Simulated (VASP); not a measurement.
An input for Quantum ESPRESSO's pw.x (written as the equivalent of a VASP run, and not itself run):

```
&CONTROL
  calculation = 'scf'
  pseudo_dir = './pseudo'
  outdir = './out'
  tprnfor = .true.
  tstress = .true.
/
&SYSTEM
  ibrav = 0
  nat = 2
  ntyp = 2
  ecutwfc = 84
  occupations = 'tetrahedra'
  input_dft = 'pz'
/
&ELECTRONS
  conv_thr = 7.3e-09
  electron_maxstep = 100
/
ATOMIC_SPECIES
  Ga 69.723 Ga.upf
  Sb 121.760 Sb.upf
CELL_PARAMETERS angstrom
     0.0000000    3.0250645    3.0250645
     3.0250645    0.0000000    3.0250645
     3.0250645    3.0250645    0.0000000
ATOMIC_POSITIONS crystal
  Ga   0.0000000  0.0000000  0.0000000
  Sb   0.2500000  0.2500000  0.2500000
K_POINTS automatic
  9 9 9 0 0 0
```

Problem. Write the VASP files for the same calculation (LDA).

Solution. Several could match; the one computed here: 
**POSCAR**
```
GaSb
1
    0.0000000000     3.0250645416     3.0250645416
    3.0250645416     0.0000000000     3.0250645416
    3.0250645416     3.0250645416     0.0000000000
Ga Sb
1 1
Direct
  0.0000000000   0.0000000000   0.0000000000
  0.2500000000   0.2500000000   0.2500000000
```

File KPOINTS:
```
K-points
0
gamma
  9 9 9
0 0 0
```

INCAR:
```
SYSTEM = GaSb
PREC = Accurate
ENCUT = 400
EDIFF = 1E-7
NELM = 100
ALGO = Normal
LREAL = .FALSE.
LASPH = .TRUE.
ISMEAR = -5
LMAXMIX = 4
LWAVE = .FALSE.
LCHARG = .TRUE.
LORBIT = 11
NEDOS = 601
ISIF = 2
```

POTCAR, in this order: Ga_d Sb (LDA.64 set). Program: vasp_std.

What does not carry over: the potentials are each code's own (VASP's PAW set, PseudoDojo norm-conserving files in pw.x), so ENCUT and ecutwfc are chosen apart and not converted; conv_thr bounds pw.x's estimated SCF error, while EDIFF bounds the energy change between steps.

The compound is GaSb in the zinc blende structure. It was relaxed first.
